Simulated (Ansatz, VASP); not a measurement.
# SrC2: VASP beside Ansatz

Aim: how closely do two programs agree when they are given the same cell, functional and k mesh? The cell is taken from a series of runs on this material, whose earlier steps may have relaxed, scaled, displaced or heated it; both programs get it as it stands.

Method: plane waves, with VASP 6.6.1 beside it; relaxation of cell and atoms at LDA, in Ansatz 0.2.0.

### 1. The starting structure

The structure is tetragonal, space group I4/mmm (No. 139). Conventional cell: a = 3.996 Å, b = 3.996 Å, c = 6.687 Å, α = 90.00°, β = 90.00°, γ = 90.00°. Nearest to Sr lie 10 C at 2.72 to 2.89 Å. Nearest to C lie 1 C at 1.25 Å and 5 Sr at 2.72 to 2.89 Å. Farther neighbours are not listed.

### 2. Ansatz: relaxation of cell and atoms, LDA, pair 1

Ansatz runs on its default PAW (the set named soft_2) files.

The relaxed volume is the usual yardstick between codes: in a stiff, nearly cubic crystal its relative difference is about their pressure difference at one cell divided by the bulk modulus.

Input file input.yaml:

```yaml
crystal:
  lattice:
    - [-1.9977661671, 1.9977661671, 3.343665201]
    - [1.9977661671, -1.9977661671, 3.343665201]
    - [1.9977661671, 1.9977661671, -3.343665201]
  atoms:
    - { symbol: Sr, position: [0.0, 0.0, 0.0] }
    - { symbol: C, position: [0.4064097506, 0.4064097506, 0.0] }
    - { symbol: C, position: [0.5935902494, 0.5935902494, 0.0] }
kpoints:
  mp_grid: { grid: [10, 10, 10] }
hamiltonian:
  xc: lda
scf:
  occupations: { method: gaussian, width: 0.02 }
output:
  forces: true
  stress: true
  eigenvalues: true
  write_density: true
  write_potential: true
  elf: true
  volumetric_format: npy
relax:
  adjacent_minimum: "off"
  f_tol: 0.005
  max_steps: 80
  cell: { stress_tol: 0.05 }
```

The run is started by

```bash
$ ansatz run input.yaml --threads 4 --pin off --max-ram 7168MiB --backend cpu --events-out ev --progress --plain --runs-dir out
```

Numbers of over 12 decimals in the logs are rounded to 6 here.

Output:

```text
Engine: ansatz 0.2.0, aarch64-unknown-linux-gnu
Pseudopotentials: kind: paw
Pseudopotential: Sr, paw, valence charge 10, recommended cutoff 420 eV (normal), Sr.paw.azcp
Pseudopotential: C, paw, valence charge 4, recommended cutoff 420 eV (normal), C.paw.azcp
Functional definition: SPW92
  exchange = slater_x
  correlation = pw_c
Crystal: 3 atoms, lattice volume = 53.379 Å³
Basis set: ecut = 420 eV, 1039 PW (Γ)
Bands: 13, of which v1, the nominal top of the filled ones, is band 9 counted from 1 (8 counted from 0)
Symmetry: 16 space group operations
Space group: I4/mmm (ITA 139), of the structure as read, at distance tolerance 3.8e-5 Å
k-points: 102 of 1000
Non-local potential: Sr, projectors of the file, l = 0: 3, l = 1: 2, l = 2: 2
Non-local potential: C, projectors of the file, l = 0: 2, l = 1: 2, l = 2: 1
PAW form: soft (Blöchl's): semilocal exchange-correlation on the pseudo side does not see the compensation charge
PAW frozen core: Sr, regenerated for the run's functional, and the local potential with it (the file was generated under x = pbe(κ = 0.804, μ = 0.219515), c = pbe(β = 0.066725))
PAW frozen core: C, regenerated for the run's functional, and the local potential with it (the file was generated under x = pbe(κ = 0.804, μ = 0.219515), c = pbe(β = 0.066725))
PAW one-centre angular grid: Sr, 110 points (default); XC on 64 Gauss nodes
PAW one-centre angular grid: C, 110 points (default); XC on 64 Gauss nodes
Initial density: superposition of atomic densities (neutral atoms: chi_scale 0, normalization atom), corrected by the library's trained network
Initial wavefunctions: pseudopotential atomic-orbital guess
Functional: x = slater, c = lda
SCF iter   1: F=—  HF=-3929.949236 eV  |F-HF|=—  |Δ(HF+E_count)|=         —  Δρ=6.42e-3  dr2=1.91e-2  ethr=1.77e-3  ⟨swp⟩=7.9  Hψ=9815  notcnv=0
preconditioner: auto → none  [insulator: Δε(μ)=1.194 eV  Ē_g=13.721 eV  σ=0.020 eV  W_gap=1.00  n_scr=14 (ndim 8)  ℏωp=20.3 eV  f_vac=0.000  D(μ)=0.00/eV (n_scr^D=0)  ε∞_Penn≈3.2]
SCF iter   2: F=—  HF=-3929.943091 eV  |F-HF|=—  |Δ(HF+E_count)|=   6.14e-3  Δρ=2.58e-3  dr2=1.91e-3  ethr=1.06e-4  ⟨swp⟩=2.4  Hψ=3033  notcnv=0
SCF iter   3: F=—  HF=-3929.942398 eV  |F-HF|=—  |Δ(HF+E_count)|=   6.93e-4  Δρ=5.08e-4  dr2=5.13e-5  ethr=1.06e-5  ⟨swp⟩=2.5  Hψ=1722  notcnv=0
SCF iter   4: F=—  HF=-3929.942377 eV  |F-HF|=—  |Δ(HF+E_count)|=   2.19e-5  Δρ=5.11e-5  dr2=1.74e-6  ethr=2.85e-7  ⟨swp⟩=2.5  Hψ=2197  notcnv=0
iter 5 did not close the SCF: its close was put off for the readings that it lacked (scf_convergence_deferred on its scf_iter line)
SCF iter   5: F=-3929.942376 eV  HF=-3929.942376 eV  |F-HF|=5.61e-8  |Δ(HF+E_count)|=   4.73e-7  Δρ=1.12e-5  dr2=6.97e-8  ethr=9.65e-9  ⟨swp⟩=2.4  Hψ=2181  notcnv=0
SCF iter   6: F=-3929.942376 eV  HF=-3929.942376 eV  |F-HF|=1.36e-9  |Δ(HF+E_count)|=   2.12e-8  Δρ=1.80e-6  dr2=1.80e-9  ethr=3.87e-10  ⟨swp⟩=8.1  Hψ=9463  notcnv=0
SCF 1 converged in 6 iterations: F = -3929.942376 eV  dr2 = 1.80e-9
  greatest PAW one-centre occupation: 0.987 electrons in one spin orbital (limit 2), on the Sr atom at site 0 (counted from 0), in its partial waves of l = 0
relax step   1: F+E_penalty+E_count = -3929.94237607 eV  Δ(F+E_penalty+E_count) = +0.000e0 eV  max|allowed force component| = 2.446e-3 eV/Å  Δτ_max = 0.0000 Å  P = -0.139 GPa  Ω = 53.379 Å³  (6 SCF iters, dr2 threshold 1.00e-7 eV, accepted)
[...]
relax step   2: F+E_penalty+E_count = -3929.94277713 eV  Δ(F+E_penalty+E_count) = -4.011e-4 eV  max|allowed force component| = 2.001e-2 eV/Å  Δτ_max = 0.0009 Å  P = +0.201 GPa  Ω = 53.059 Å³  energy of the carried Pulay correction = +4.744e-4 eV  (6 SCF iters, rejected (line search))
[...]
relax step   3: F+E_penalty+E_count = -3929.94262515 eV  Δ(F+E_penalty+E_count) = -2.491e-4 eV  max|allowed force component| = 2.201e-3 eV/Å  Δτ_max = 0.0003 Å  P = -0.002 GPa  Ω = 53.251 Å³  energy of the carried Pulay correction = +1.900e-4 eV  (6 SCF iters, accepted)
[...]
relax step   4: F+E_penalty+E_count = -3929.94241220 eV  Δ(F+E_penalty+E_count) = +2.129e-4 eV  max|allowed force component| = 1.990e-3 eV/Å  Δτ_max = 0.0000 Å  P = -0.007 GPa  Ω = 53.251 Å³  stress off target by 8.82e-3 GPa  SCF on the basis re-selected at this cell (its energy is not comparable with the rows above)  (8 SCF iters)
basis re-selected at this cell: Δ(F+E_penalty+E_count) = +2.129e-4 eV, ΔP = -0.005 GPa vs the last step (what re-selecting the basis moved, of the pressure what is left beyond the Pulay correction that the steps carried, after the strain that the cell walked since its last selection, with what the two solves' SCF thresholds leave and, on support functions, any second-order correction that the steps lacked; it is no m [...]
SCF converged after 8 iterations
Free energy (F): -3929.942412 eV
Harris-Foulkes:  -3929.942412 eV  (|F-HF|=0.00e0)
Internal energy: -3929.942412 eV  (E = F + TS)
E sigma→0 (E₀):  -3929.942412 eV
Fermi energy:    5.747795 eV
--- Per-component energies (eV) ---
  E_band       = -102.525799
  E_kinetic    = 419.842462
  E_local      = -877.895089  (includes V_loc(G=0)·N_el)
  E_nonlocal   = 264.868008
  E_hartree    = 213.217839
  E_xc         = -265.412194
  E_vxc        = -278.300260  (∫ρ·V_xc dr)
  E_paw        = -2779.848290  (= ΣΔE_a)
  E_vpaw       = -57.476612  (= ΣTr[D̂ρ^β])
  E_aug_tail   = 0.000014  (compensation charges beyond the density's cutoff)
  E_ewald      = -905.134963
  E_core_change = 0.419800  (= ΣΔE_core)
  E_smearing   = -0.000000  (= −TS)
  E_closure    = 0.000000  (closes the sum)
  Σ components = -3929.942412   (vs F -3929.942412, Δ=0.00e0)
--- Forces (eV/Å), atoms counted from 1 ---
  atom   1  Sr    -0.00000000     0.00000000     0.00000000
  atom   2  C      0.00000000     0.00000000     0.00198984
  atom   3  C      0.00000000     0.00000000    -0.00198984
  max |Σ_I F_I| component: 1.53e-16 eV/Å
--- Stress (GPa, compression-positive) ---
       -0.008815      -0.000000       0.000000
       -0.000000      -0.008815      -0.000000
        0.000000      -0.000000      -0.004222
  P = ⅓ Tr σ = -0.0073 GPa (-0.073 kbar)
--- Band table (eV; the first three rows and the last of 102) ---
  k-point 0: bands = [... 5 lower, 2.7284, 2.9187, 4.2015, 4.2015, 8.4337, 8.4337, 9.5294, 10.6609]
  k-point 1: bands = [... 5 lower, 2.6839, 2.8262, 3.9790, 4.1339, 8.1426, 8.8459, 9.9255, 11.0267]
  k-point 2: bands = [... 5 lower, 2.5289, 2.6452, 3.8227, 4.0062, 7.5234, 9.9254, 10.9800, 11.5839]
  k-point 101: bands = [... 5 lower, 1.4835, 3.8231, 3.8231, 5.0770, 8.2323, 11.3451, 11.9899, 11.9899]
--- Relaxed structure (3 steps of the walk, 2 accepted, 1 SCFs on fresh bases) ---
  F+E_penalty+E_count = -3929.94241220 eV   max|allowed force component| = 1.990e-3 eV/Å   (the final SCF, on the basis selected at the relaxed cell)
  cell:  # Å, volume = 53.2505 Å³
    - [-1.995811, 1.995811, 3.342144]
    - [1.995811, -1.995811, 3.342144]
    - [1.995811, 1.995811, -3.342144]
  atoms:
    - { symbol: Sr, position: [0, 0, 0] }
    - { symbol: C, position: [0.406371, 0.406371, 0] }
    - { symbol: C, position: [0.593629, 0.593629, 0] }
```

In the SCF lines HF is the Harris–Foulkes energy and dr2 the Hartree energy of the density residual, in eV; the loop may stop once dr2 is under the threshold and the program's other checks hold. Hψ counts applications of the Hamiltonian.

### 3. VASP: relaxation of cell and atoms, LDA, pair 1

The same cell, functional (in two slightly different forms), mesh and smearing now go to VASP, with its own data sets.

Lines of VASP's logs that name or quote its potential files are left out, and so is its time.

Input file INCAR:

```
SYSTEM = SrC2
PREC = Accurate
ENCUT = 600
EDIFF = 1E-07
NELM = 120
ISMEAR = 0
SIGMA = 0.02
LREAL = .FALSE.
ALGO = Normal
GGA = PW92
NBANDS = 15
LORBIT = 11
LWAVE = .FALSE.
LCHARG = .FALSE.
ISIF = 3
IBRION = 2
NSW = 80
EDIFFG = -0.005
LASPH = .TRUE.
GGA_COMPAT = .FALSE.
NELMIN = 4
EFERMI = MIDGAP
KPAR = 2
```

Input file POSCAR:

```
SrC2
1.0
   -1.9977660000      1.9977660000      3.3436650000
    1.9977660000     -1.9977660000      3.3436650000
    1.9977660000      1.9977660000     -3.3436650000
Sr C
1 2
Direct
    0.0000000000      0.0000000000      0.0000000000
    0.4064097330      0.4064097330      0.0000000000
    0.5935902670      0.5935902670      0.0000000000
```

Input file KPOINTS:

```
Automatic mesh
0
Gamma
10 10 10
0 0 0
```

PAW data sets: Sr_sv and C (LDA family, release 64).

The run is started by

```bash
$ mpirun -np 2 vasp_std
```

Output:

```text
[banner, memory and clock lines left out]
running    2 mpi-ranks, on    1 nodes
 distrk:  each k-point on    1 cores,    2 groups
 distr:  one band on    1 cores,    1 groups

 POSCAR found type information on POSCAR SrC
 POSCAR found :  2 types and       3 ions
|                                                                             |
|               ----> ADVICE to this user running VASP <----                  |
|                                                                             |
|     You enforced a specific xc type in the INCAR file but a different       |
|     [... a line on the potential file left out ...]
|     I HOPE YOU KNOW WHAT YOU ARE DOING!                                     |
|                                                                             |

 LDA part: xc-table for (Slater(with rela. corr.)+PW92), standard interpolation
 POSCAR, INCAR and KPOINTS ok, starting setup
 FFT: planning ... GRIDC
 FFT: planning ... GRID_SOFT
 FFT: planning ... GRID
 WAVECAR not read
 entering main loop
       N       E                     dE             d eps       ncg     rms          rms(c)
DAV:   1     0.745926517923E+02    0.74593E+02   -0.96969E+03  3060   0.124E+03
DAV:   2    -0.202364092077E+02   -0.94829E+02   -0.89225E+02  4009   0.228E+02
DAV:   3    -0.248443265293E+02   -0.46079E+01   -0.45898E+01  4474   0.468E+01
DAV:   4    -0.249930229784E+02   -0.14870E+00   -0.14866E+00  4319   0.730E+00
DAV:   5    -0.249947039234E+02   -0.16809E-02   -0.16809E-02  4353   0.772E-01    0.160E+01
DAV:   6    -0.220236936016E+02    0.29710E+01   -0.58166E+00  3613   0.141E+01    0.135E+01
DAV:   7    -0.218010146041E+02    0.22268E+00   -0.18497E+00  4367   0.793E+00    0.808E+00
DAV:   8    -0.218080828551E+02   -0.70683E-02   -0.33471E-01  3693   0.334E+00    0.126E+00
DAV:   9    -0.217910737111E+02    0.17009E-01   -0.88846E-02  3788   0.158E+00    0.415E-01
DAV:  10    -0.217913742229E+02   -0.30051E-03   -0.47895E-03  4110   0.411E-01    0.200E-01
DAV:  11    -0.217913093793E+02    0.64844E-04   -0.20076E-04  4190   0.990E-02    0.970E-02
DAV:  12    -0.217912789899E+02    0.30389E-04   -0.16039E-04  3905   0.754E-02    0.998E-03
DAV:  13    -0.217912802192E+02   -0.12294E-05   -0.92196E-06  3811   0.234E-02    0.109E-02
DAV:  14    -0.217912800265E+02    0.19266E-06   -0.10855E-06  4702   0.663E-03    0.598E-03
DAV:  15    -0.217912799798E+02    0.46790E-07   -0.59021E-07  3984   0.468E-03
   1 F= -.21791280E+02 E0= -.21791280E+02  d E =-.217913E+02
 curvature:   0.00 expect dE= 0.000E+00 dE for cont linesearch  0.000E+00
 trial: gam= 0.00000 g(F)=  0.217E-03 g(S)=  0.940E-04 ort = 0.000E+00 (trialstep = 0.100E+01)
 search vector abs. value=  0.311E-03
 bond charge predicted
       N       E                     dE             d eps       ncg     rms          rms(c)
DAV:   1    -0.217905116843E+02    0.76834E-03   -0.42757E-02  3060   0.153E+00    0.171E-01
DAV:   2    -0.217902201350E+02    0.29155E-03   -0.11285E-03  4026   0.253E-01    0.782E-02
DAV:   3    -0.217901344414E+02    0.85694E-04   -0.23016E-04  3982   0.107E-01    0.681E-02
DAV:   4    -0.217901291272E+02    0.53142E-05   -0.52831E-05  4979   0.407E-02    0.158E-02
DAV:   5    -0.217901268289E+02    0.22983E-05   -0.15555E-05  4869   0.273E-02    0.971E-03
DAV:   6    -0.217901269278E+02   -0.98910E-07   -0.12706E-06  4089   0.904E-03    0.154E-03
DAV:   7    -0.217901269333E+02   -0.54740E-08   -0.32436E-08  2664   0.169E-03
   2 F= -.21790127E+02 E0= -.21790127E+02  d E =0.115305E-02
 trial-energy change:    0.001153  1 .order    0.001135   -0.000311    0.002580
 step:   0.1039(harm=  0.1075)  dis= 0.00024  next Energy=   -21.791296 (dE=-0.161E-04)
 bond charge predicted
       N       E                     dE             d eps       ncg     rms          rms(c)
DAV:   1    -0.217916055018E+02   -0.14786E-02   -0.34320E-02  3060   0.137E+00    0.152E-01
DAV:   2    -0.217913711407E+02    0.23436E-03   -0.89919E-04  4012   0.227E-01    0.697E-02
DAV:   3    -0.217913017450E+02    0.69396E-04   -0.18989E-04  3982   0.975E-02    0.606E-02
DAV:   4    -0.217912978934E+02    0.38516E-05   -0.42972E-05  4971   0.369E-02    0.139E-02
DAV:   5    -0.217912959601E+02    0.19333E-05   -0.12893E-05  4904   0.249E-02    0.884E-03
DAV:   6    -0.217912960355E+02   -0.75438E-07   -0.10591E-06  4033   0.823E-03    0.141E-03
DAV:   7    -0.217912960389E+02   -0.33097E-08   -0.26898E-08  2629   0.152E-03
   3 F= -.21791296E+02 E0= -.21791296E+02  d E =-.160591E-04
 curvature:  -0.05 expect dE=-0.145E-06 dE for cont linesearch -0.495E-11
 trial: gam= 0.00814 g(F)=  0.707E-06 g(S)=  0.199E-05 ort = 0.169E-06 (trialstep = 0.821E+00)
 search vector abs. value=  0.272E-05
 reached required accuracy - stopping structural energy minimisation
```

Parts of OUTCAR (step 3):

```text
ion  position               nearest neighbor table
   1  0.000  0.000  0.000-   2 2.72   3 2.72   3 2.89   2 2.89   3 2.89   3 2.89   3 2.89   2 2.89
                             2 2.89   2 2.89
   2  0.406  0.406  0.000-   3 1.25   1 2.72   1 2.89   1 2.89   1 2.89   1 2.89
   3  0.594  0.594  0.000-   2 1.25   1 2.72   1 2.89   1 2.89   1 2.89   1 2.89

  LATTYP: Found a body centered tetragonal cell.
 ALAT       =     3.9955320000
 C/A-ratio  =     1.6737020252

 Subroutine GETGRP returns: Found 16 space group operations
 (whereof 16 operations were pure point group operations)

The static configuration has the point symmetry D_4h.

 Found    102 irreducible k-points:

   k-points           NKPTS =    102   k-points in BZ     NKDIM =    102   number of bands    NBANDS=     15

   dimension x,y,z NGX =    36 NGY =   36 NGZ =   36
   dimension x,y,z NGXF=    72 NGYF=   72 NGZF=   72

   ENCUT  =  600.0 eV  44.10 Ry    6.64 a.u.   8.74  8.74  8.74*2*pi/ulx,y,z

   NELECT =      18.0000    total number of electrons

 k-points in reciprocal lattice and weights: Automatic mesh
   0.00000000  0.00000000  0.00000000       0.001
   0.10000000  0.00000000 -0.00000000       0.008
   0.20000000  0.00000000 -0.00000000       0.008
   0.30000000  0.00000000 -0.00000000       0.008
   0.40000000 -0.00000000  0.00000000       0.008
   0.50000000 -0.00000000  0.00000000       0.004
   0.10000000  0.10000000 -0.00000000       0.008
   0.20000000  0.10000000 -0.00000000       0.016
   0.30000000  0.10000000 -0.00000000       0.016
[...]
-0.40000000 -0.40000000  0.40000000       0.002
   0.50000000  0.50000000  0.50000000       0.001

 average (electrostatic) potential at core
       1 -37.7057       2 -55.6164       3 -55.6164

 E-fermi :   1.4975

 k-point     1 :       0.0000    0.0000    0.0000
  band No.  band energies     occupation
    ...
      5     -11.5805      2.00000
      6      -1.5157      2.00000
      7      -1.3059      2.00000
      8      -0.0427      2.00000
      9      -0.0427      2.00000
     10       4.1742      0.00000
     11       4.1742      0.00000
     12       5.2530      0.00000
     13       6.3870      0.00000
     14       7.6984      0.00000
    ...

 k-point     2 :       0.1000    0.0000   -0.0000
  band No.  band energies     occupation
    ...
      5     -11.4978      2.00000
      6      -1.8715      2.00000
      7      -0.9983      2.00000
      8      -0.1505      2.00000
      9      -0.1296      2.00000
     10       4.2284      0.00000
     11       4.3208      0.00000
     12       5.4124      0.00000
     13       6.6487      0.00000
     14       7.9400      0.00000
    ...

 k-point     3 :       0.2000    0.0000   -0.0000
  band No.  band energies     occupation
    ...
      5     -11.2980      2.00000
      6      -2.2941      2.00000
      7      -0.8921      2.00000
      8      -0.4101      2.00000
      9      -0.1276      2.00000
     10       4.4212      0.00000
     11       4.7404      0.00000
     12       5.8875      0.00000
     13       7.3369      0.00000
     14       8.5925      0.00000
    ...

  Total        0.0034190      0.0034190      0.0100249      0.0000000     -0.0000000      0.0000000
  in kB        0.1026061      0.1026061      0.3008566      0.0000000     -0.0000000      0.0000000
  external PRESSURE =       0.1686896 kB  Pullay stress =       0.0000000 kB

  energy-cutoff  :      600.00
  volume of cell :       53.39
      direct lattice vectors                 reciprocal lattice vectors
    -1.997772678  1.997772678  3.344091884     0.000000000  0.250278726  0.149517423
     1.997772678 -1.997772678  3.344091884     0.250278726  0.000000000  0.149517423
     1.997772678  1.997772678 -3.344091884     0.250278726  0.250278726  0.000000000

 POSITION                                       TOTAL-FORCE (eV/Angst)
 -----------------------------------------------------------------------------------
      0.00000      0.00000      0.00000         0.000000      0.000000     -0.000000
      0.00000      0.00000      2.71790        -0.000000     -0.000000      0.002706
      0.00000      0.00000      3.97028         0.000000      0.000000     -0.002706
 -----------------------------------------------------------------------------------
    total drift:                                0.000000     -0.000000      0.000000

  FREE ENERGIE OF THE ION-ELECTRON SYSTEM (eV)
  ---------------------------------------------------
  free  energy   TOTEN  =       -21.7912960389 eV

  energy  without entropy=      -21.7912960389  energy(sigma->0) =      -21.79129604

 reached required accuracy - stopping structural energy minimisation

 total charge
# of ion       s       p       d       tot
------------------------------------------
    1        2.010   5.798   0.197   8.005
    2        0.924   1.603   0.000   2.527
    3        0.924   1.603   0.000   2.527
--------------------------------------------------
tot          3.858   9.004   0.197  13.059

[... 3 further parts left out ...]
```

CONTCAR:

```
SrC2
   1.00000000000000
    -1.9977726782924086    1.9977726782924086    3.3440918836591531
     1.9977726782924086   -1.9977726782924086    3.3440918836591531
     1.9977726782924086    1.9977726782924086   -3.3440918836591531
  Sr              C
     1     2
Direct
     0.0000000000000000    0.0000000000000000    0.0000000000000000
     0.4063738513419732    0.4063738513419732    0.0000000000000000
     0.5936261486580268    0.5936261486580268    0.0000000000000000
```

The run keeps the 16 symmetry operations of its start, so it cannot find a distortion of lower symmetry.

### 4. Comparison

Known differences besides the potentials themselves: the cutoff is 420 eV in Ansatz and 600 eV in VASP; VASP's log shows a relativistic correction to its local exchange, Ansatz's none; Ansatz adds a Pulay correction to the stress that steers its cell, VASP none. Total energies have different zeros and are not compared.

Both answers:

| quantity | Ansatz | VASP | difference |
| --- | --- | --- | --- |
| volume (Å³) | 53.25 | 53.39 | -0.25 % |
| edge a after relaxation, in the typed setting (Å) | 4.375 | 4.378 | -0.08 % |

[end of part 1 of 2]

[Lines on the potential files, build, host, timing and source positions are cut from VASP's logs without a mark.]

[Logs are printed without paths, hosts, clocks, repeated set-up lines and the standing remarks that a program may print on its own settings, such as how far it seeks lower states.]

[Hosts, paths, dates, database ids (printed as entryN), source tags and the programs' standing remarks are cut or masked in the printed files.]
